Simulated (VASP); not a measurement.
Here is the system:

```xyz
10
Lattice="4.9136 0.0000 0.0000 3.2757 3.6624 0.0000 0.0000 0.0000 23.8299" Properties=species:S:1:pos:R:3 pbc="T T T"
Al     5.3230     2.3805     7.8780
Al     7.7798     3.4792     8.7751
Al     2.0473     0.9156     9.6722
Al     4.5041     2.0143    10.5693
Al     6.9609     3.1130    11.4664
Al     1.2284     0.5494    12.3635
Al     3.6852     1.6481    13.2606
Al     6.1420     2.7468    14.1577
Al     0.4095     0.1831    15.0548
Al     2.8663     1.2818    15.9519
```

Calculation: PBEsol GGA, VASP's PBE PAW potentials (set 64) (plane waves; VASP 6.6.1). Settings: PREC = Normal, EDIFF = 1E-5, 400 eV cut-off, 8×8×1 Γ-centred mesh, first-order Methfessel-Paxton smearing of 0.10 eV, potentials Al.

Q: The ions are relaxed. Predict the relaxed structure.

A: 
```xyz
10
Lattice="4.9136 0.0000 0.0000 3.2757 3.6624 0.0000 0.0000 0.0000 23.8299" Properties=species:S:1:pos:R:3 pbc="T T T"
Al     5.1543     2.3051     7.9573
Al     7.6255     3.4102     8.6368
Al     1.9413     0.8682     9.6545
Al     4.4038     1.9694    10.5574
Al     6.9425     3.1048    11.4516
Al     1.2468     0.5576    12.3783
Al     3.7855     1.6929    13.2725
Al     6.2480     2.7942    14.1754
Al     0.5638     0.2521    15.1931
Al     3.0350     1.3573    15.8726
```

Q: How much energy does the relaxation gain?

A: The energy (σ→0) changes by -11.0 meV/atom, in 14 ionic steps.

The cell is a thin slab with vacuum, built from Al (fcc): (210) face.
